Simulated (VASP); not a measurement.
All values below come from PBEsol GGA, VASP's PBE PAW potentials (set 64) (plane waves; VASP).

Input for VASP

File POSCAR:
```
NdN
1
    0.0000000000     2.5660000000     2.5660000000
    2.5660000000     0.0000000000     2.5660000000
    2.5660000000     2.5660000000     0.0000000000
N Nd
1 1
Direct
  0.0000000000   0.0000000000   0.0000000000
  0.5000000000   0.5000000000   0.5000000000
```

KPOINTS:
```
Automatic mesh
0
Gamma
8 8 8
0 0 0
```

INCAR:
```
! general
SYSTEM   =  NdN
PREC     =  Accurate
ENCUT    =  520
LREAL    =  .False.
LASPH    =  .True.

! electronic loop
EDIFF    =  1E-6
NELM     =  100
ALGO     =  Normal
LMAXMIX  =  6

! smearing
ISMEAR   =  0
SIGMA    =  0.05

! functional
GGA      =  PS

! ions
IBRION   =  2
NSW      =  60
ISIF     =  3
EDIFFG   =  -0.01

! output
LWAVE    =  .False.
LCHARG   =  .False.
```

POTCAR, in this order: N Nd_3 (PBE.64 set). Program: vasp_std.

Output

File OUTCAR:
```
 ion  position               nearest neighbor table
   1  0.000  0.000  0.000-   2 2.57   2 2.57   2 2.57   2 2.57   2 2.57   2 2.57
   2  0.500  0.500  0.500-   1 2.57   1 2.57   1 2.57   1 2.57   1 2.57   1 2.57
  LATTYP: Found a face centered cubic cell.
 ALAT       =     5.1320000000
 Subroutine PRICEL returns:
 Original cell was already a primitive cell.
 Subroutine GETGRP returns: Found 48 space group operations
The static configuration has the point symmetry O_h .
The dynamic configuration has the point symmetry O_h .
 Subroutine INISYM returns: Found 48 space group operations
 Subroutine IBZKPT returns following result:
 Found     29 irreducible k-points:

 Following reciprocal coordinates:
            Coordinates               Weight
  0.000000  0.000000  0.000000      1.000000
  0.125000  0.000000  0.000000      8.000000
  0.250000  0.000000  0.000000      8.000000
  0.375000  0.000000  0.000000      8.000000
  0.500000  0.000000  0.000000      4.000000
  0.125000  0.125000  0.000000      6.000000
  0.250000  0.125000  0.000000     24.000000
  0.375000  0.125000  0.000000     24.000000
  0.500000  0.125000  0.000000     24.000000
 -0.375000  0.125000  0.000000     24.000000
 -0.250000  0.125000  0.000000     24.000000
 -0.125000  0.125000  0.000000     12.000000
  0.250000  0.250000  0.000000      6.000000
  0.375000  0.250000  0.000000     24.000000
  0.500000  0.250000  0.000000     24.000000
 -0.375000  0.250000  0.000000     24.000000
 -0.250000  0.250000  0.000000     12.000000
  0.375000  0.375000  0.000000      6.000000
  0.500000  0.375000  0.000000     24.000000
 -0.375000  0.375000  0.000000     12.000000
  0.500000  0.500000  0.000000      3.000000
  0.375000  0.250000  0.125000     24.000000
  0.500000  0.250000  0.125000     48.000000
 -0.375000  0.250000  0.125000     24.000000
...
```

### OSZICAR
```
       N       E                     dE             d eps       ncg     rms          rms(c)
DAV:   1     0.853758914502E+02    0.85376E+02   -0.77944E+03   696   0.127E+03
DAV:   2    -0.135189764266E+02   -0.98895E+02   -0.92387E+02   812   0.274E+02
DAV:   3    -0.187077222127E+02   -0.51887E+01   -0.51378E+01   984   0.606E+01
DAV:   4    -0.189852433252E+02   -0.27752E+00   -0.27743E+00   912   0.113E+01
DAV:   5    -0.189890504254E+02   -0.38071E-02   -0.38070E-02   940   0.125E+00    0.102E+01
DAV:   6    -0.170525589639E+02    0.19365E+01   -0.12358E+01   832   0.266E+01    0.658E+00
DAV:   7    -0.167306574632E+02    0.32190E+00   -0.13901E+00   844   0.899E+00    0.284E+00
DAV:   8    -0.166888450375E+02    0.41812E-01   -0.10489E-01   908   0.319E+00    0.620E-01
DAV:   9    -0.166883935459E+02    0.45149E-03   -0.63329E-03  1004   0.627E-01    0.272E-01
DAV:  10    -0.166886024752E+02   -0.20893E-03   -0.57906E-04   852   0.272E-01    0.259E-02
DAV:  11    -0.166885958657E+02    0.66095E-05   -0.49460E-05   996   0.535E-02    0.864E-03
DAV:  12    -0.166885939900E+02    0.18757E-05   -0.46462E-06   924   0.182E-02    0.202E-03
DAV:  13    -0.166885939348E+02    0.55178E-07   -0.27829E-07   428   0.531E-03
   1 F= -.16688594E+02 E0= -.16688402E+02  d E =-.166886E+02
       N       E                     dE             d eps       ncg     rms          rms(c)
DAV:   1    -0.167735860343E+02   -0.84992E-01   -0.24700E+00   772   0.162E+01    0.194E+00
DAV:   2    -0.167055667767E+02    0.68019E-01   -0.21203E-01   808   0.437E+00    0.783E-01
DAV:   3    -0.166878498453E+02    0.17717E-01   -0.56103E-02  1092   0.218E+00    0.423E-01
DAV:   4    -0.166850145843E+02    0.28353E-02   -0.25776E-02  1080   0.125E+00    0.197E-01
DAV:   5    -0.166847473949E+02    0.26719E-03   -0.23660E-04   788   0.163E-01    0.224E-01
DAV:   6    -0.166870660568E+02   -0.23187E-02   -0.20665E-03  1184   0.322E-01    0.675E-02
DAV:   7    -0.166871622203E+02   -0.96163E-04   -0.89248E-05  1168   0.782E-02    0.320E-02
DAV:   8    -0.166871641426E+02   -0.19223E-05   -0.93393E-06   740   0.342E-02    0.632E-03
DAV:   9    -0.166871639959E+02    0.14668E-06   -0.46734E-07   384   0.698E-03
   2 F= -.16687164E+02 E0= -.16686775E+02  d E =0.142994E-02
       N       E                     dE             d eps       ncg     rms          rms(c)
DAV:   1    -0.167165279394E+02   -0.29364E-01   -0.73302E-01   776   0.889E+00    0.102E+00
DAV:   2    -0.166969980552E+02    0.19530E-01   -0.64085E-02   836   0.240E+00    0.423E-01
DAV:   3    -0.166918157075E+02    0.51823E-02   -0.15645E-02  1120   0.115E+00    0.216E-01
DAV:   4    -0.166910793247E+02    0.73638E-03   -0.73368E-03  1092   0.659E-01    0.113E-01
DAV:   5    -0.166909888027E+02    0.90522E-04   -0.71182E-05   772   0.905E-02    0.131E-01
DAV:   6    -0.166916395711E+02   -0.65077E-03   -0.59438E-04  1160   0.192E-01    0.330E-02
DAV:   7    -0.166916587658E+02   -0.19195E-04   -0.22196E-05  1112   0.387E-02    0.159E-02
DAV:   8    -0.166916590401E+02   -0.27430E-06   -0.21112E-06   716   0.152E-02
   3 F= -.16691659E+02 E0= -.16691375E+02  d E =-.306511E-02
```

**OUTCAR**
```
------------------------ aborting loop because EDIFF is reached ----------------------------------------
  FORCE on cell =-STRESS in cart. coord.  units (eV):
  Direction    XX          YY          ZZ          XY          YZ          ZX
  --------------------------------------------------------------------------------------
  Total        0.0020551      0.0020551      0.0020551      0.0000000      0.0000000      0.0000000
  in kB        0.0988303      0.0988303      0.0988303      0.0000000      0.0000000      0.0000000
  external PRESSURE =       0.0988303 kB  Pullay stress =       0.0000000 kB
  volume of cell :       33.32
      direct lattice vectors                 reciprocal lattice vectors
     0.000000000  2.553934079  2.553934079    -0.195776392  0.195776392  0.195776392
     2.553934079  0.000000000  2.553934079     0.195776392 -0.195776392  0.195776392
     2.553934079  2.553934079  0.000000000     0.195776392  0.195776392 -0.195776392
 POSITION                                       TOTAL-FORCE (eV/Angst)
 -----------------------------------------------------------------------------------
      0.00000      0.00000      0.00000        -0.000000     -0.000000     -0.000000
      2.55393      2.55393      2.55393         0.000000      0.000000      0.000000
 -----------------------------------------------------------------------------------
    total drift:                                0.000000      0.000000      0.000000
  FREE ENERGIE OF THE ION-ELECTRON SYSTEM (eV)
  ---------------------------------------------------
  free  energy   TOTEN  =       -16.6916590401 eV

  energy  without entropy=      -16.6910900416  energy(sigma->0) =      -16.69137454

 reached required accuracy - stopping structural energy minimisation
```
(Selected blocks of OUTCAR.)

### CONTCAR
```
NdN
   1.00000000000000
     0.0000000000000000    2.5539340788531475    2.5539340788531475
     2.5539340788531475    0.0000000000000000    2.5539340788531475
     2.5539340788531475    2.5539340788531475    0.0000000000000000
  N               Nd
     1     1
Direct
     0.0000000000000000    0.0000000000000000    0.0000000000000000
     0.5000000000000000    0.5000000000000000    0.5000000000000000
```

The 4f electrons are frozen in the core of the lanthanide potential, so 4f levels, which can set the real gap, and their magnetism are missing.

The structure comes from a measured NdN entry (Fm-3m) of the Crystallography Open Database, whose conditions weren't checked. This run relaxes it. Symmetry was kept, so distortions that lower it aren't found.
